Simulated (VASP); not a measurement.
Consider the following.

```yaml
crystal:
  lattice:
    - [0.00000, 2.27507, 2.27507]
    - [2.27507, 0.00000, 2.27507]
    - [2.27507, 2.27507, 0.00000]
  atoms:
    - { symbol: Ga, position: [0.00000, 0.00000, 0.00000] }
    - { symbol: N, position: [0.25000, 0.25000, 0.25000] }
```

Calculation: PBE GGA, VASP's PBE PAW potentials (set 64) (plane waves; VASP). Run with 520 eV cut-off, 9×9×9 Γ-centred mesh, Gaussian smearing of 0.050 eV, potentials Ga_d N.

Question: Predict the energy per atom (σ→0), band gap (on the k-mesh) with the smallest direct gap where there is one.

Answer: 
```json
{
  "band gap (on the k-mesh)": "1.54 eV",
  "smallest direct gap (on the k-mesh)": "1.54 eV",
  "energy per atom (σ→0)": "-6077 meV/atom"
}
```

The compound is GaN in the zinc blende structure, a metastable form; wurtzite is the usual one. It was relaxed first. The start is the result of an earlier pass.
